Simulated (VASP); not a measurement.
An input for Quantum ESPRESSO's pw.x (written as the equivalent of a VASP run, and not itself run):

```
&CONTROL
  calculation = 'scf'
  pseudo_dir = './pseudo'
  outdir = './out'
  tprnfor = .true.
  tstress = .true.
/
&SYSTEM
  ibrav = 0
  nat = 3
  ntyp = 2
  ecutwfc = 96
  occupations = 'smearing'
  smearing = 'methfessel-paxton'
  degauss = 0.00735
  input_dft = 'pbe'
/
&ELECTRONS
  conv_thr = 7.3e-08
  electron_maxstep = 100
/
ATOMIC_SPECIES
  Co 58.933 Co.upf
  Si 28.085 Si.upf
CELL_PARAMETERS angstrom
     0.0000000    2.6800000    2.6800000
     2.6800000    0.0000000    2.6800000
     2.6800000    2.6800000    0.0000000
ATOMIC_POSITIONS crystal
  Co   0.0000000  0.0000000  0.0000000
  Si   0.2500000  0.2500000  0.2500000
  Si   0.7500000  0.7500000  0.7500000
K_POINTS automatic
  9 9 9 0 0 0
```

### Question
Translate this input to VASP (INCAR, KPOINTS, POSCAR, choice of POTCAR).

### Answer
One answer among several that fit: 
### POSCAR
```
CoSi2
1
    0.0000000000     2.6800000000     2.6800000000
    2.6800000000     0.0000000000     2.6800000000
    2.6800000000     2.6800000000     0.0000000000
Co Si
1 2
Direct
  0.0000000000   0.0000000000   0.0000000000
  0.2500000000   0.2500000000   0.2500000000
  0.7500000000   0.7500000000   0.7500000000
```

**INCAR**
```
ALGO=Normal
EDIFF=1E-6
ENCUT=400
GGA=PE
ISIF=2
ISMEAR=1
LASPH=.TRUE.
LCHARG=.FALSE.
LMAXMIX=4
LREAL=.FALSE.
LWAVE=.FALSE.
NELM=100
PREC=Accurate
SIGMA=0.1
SYSTEM=CoSi2
```

**KPOINTS**
```
Automatic mesh
0
Gamma
9 9 9
0 0 0
```

POTCAR, in this order: Co Si (PBE.64 set). Program: vasp_std.

The two are equivalent in intent, not identical: the potentials are each code's own (VASP's PAW set, PseudoDojo norm-conserving files in pw.x), so ENCUT and ecutwfc are chosen apart and not converted; conv_thr bounds pw.x's estimated SCF error, while EDIFF bounds the energy change between steps.

The compound is CoSi2 in the fluorite structure. The cell was not relaxed at this level.
